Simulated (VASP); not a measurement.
Input of a VASP 6.6.1 run:

File INCAR:

```
SYSTEM = Be18Ga
PREC = Accurate ; ENCUT = 520
EDIFF = 1E-6 ; ISMEAR = -1
SIGMA = 0.05 ; LREAL = Auto
LASPH = .TRUE. ; NELM = 100
ALGO = Normal ; ISIF = 2
LWAVE = .FALSE. ; LCHARG = .TRUE.
GGA = PS ; LELF = .TRUE.
LVHAR = .TRUE. ; NBANDS = 40
```

The input KPOINTS:

```
regular mesh
0
G
  4 3 1
  0 0 0
```

The input POSCAR:

```
Be18Ga
1.0
    4.5800000000      0.0000000000      0.0000000000
    3.4350000000      5.9495950000      0.0000000000
    0.0000000000      0.0000000000     15.5884300000
Be Ga
18 1
Direct
    0.0000000000      0.0000000000      0.0641500780
    0.5000000000      0.0000000000      0.0641500780
    0.0000000420      0.3333332773      0.0641500780
    0.5000000420      0.3333332773      0.0641500780
   -0.0000000420      0.6666667227      0.0641500780
    0.4999999580      0.6666667227      0.0641500780
   -0.1719572937      0.2289750815      0.1813738779
    0.3357829141      0.2212422862      0.1822748667
   -0.1617406951      0.5566851189      0.1817141303
    0.3285747799      0.5573698714      0.1802287337
   -0.1685946157      0.8867625443      0.1811832879
    0.3336596256      0.8921798879      0.1806453248
   -0.0093481446      0.0049043674      0.2936211665
    0.4989853605     -0.0006919799      0.2996698192
    0.0006895352      0.3317918278      0.3004102402
    0.4955918472      0.3358583231      0.3004381455
   -0.0014271335      0.6693613599      0.2999957661
    0.5016239368      0.6642996708      0.2944126509
    0.2452461596      0.8500086140      0.4349687557
```

Potentials or basis: VASP PAW PBE potentials, release 64 (Be, Ga_d).

Launch:

```bash
$ cat potpaw_PBE.64/Be/POTCAR potpaw_PBE.64/Ga_d/POTCAR > POTCAR
$ mpirun -np 1 vasp_std > vasp.out
```

Estimate the largest force.

0.161 eV/Å.

Predict the band gap on the k mesh.

none (metal or under the smearing width).

Forces on the atoms (eV/Å):
```
Be  -0.151  0.040 -0.022
Be   0.150 -0.033 -0.047
Be   0.070  0.047  0.034
Be  -0.066 -0.069  0.024
Be  -0.112  0.057 -0.032
Be   0.117 -0.016 -0.034
Be   0.005 -0.005 -0.006
Be  -0.001  0.007  0.005
Be  -0.006  0.008  0.001
Be   0.006 -0.004 -0.002
Be   0.005  0.012  0.001
Be  -0.004 -0.003  0.000
Be   0.007 -0.007  0.003
Be   0.003  0.000  0.014
Be   0.004 -0.011  0.012
Be  -0.009  0.004  0.014
Be  -0.016 -0.013  0.003
Be   0.010  0.004  0.014
Ga  -0.010 -0.016  0.015
```

Caveat: the k mesh is coarse (spacing up to 0.40 Å⁻¹), so the values aren't converged; the PAW data sets were made with another functional, which shifts forces and pressure a little.
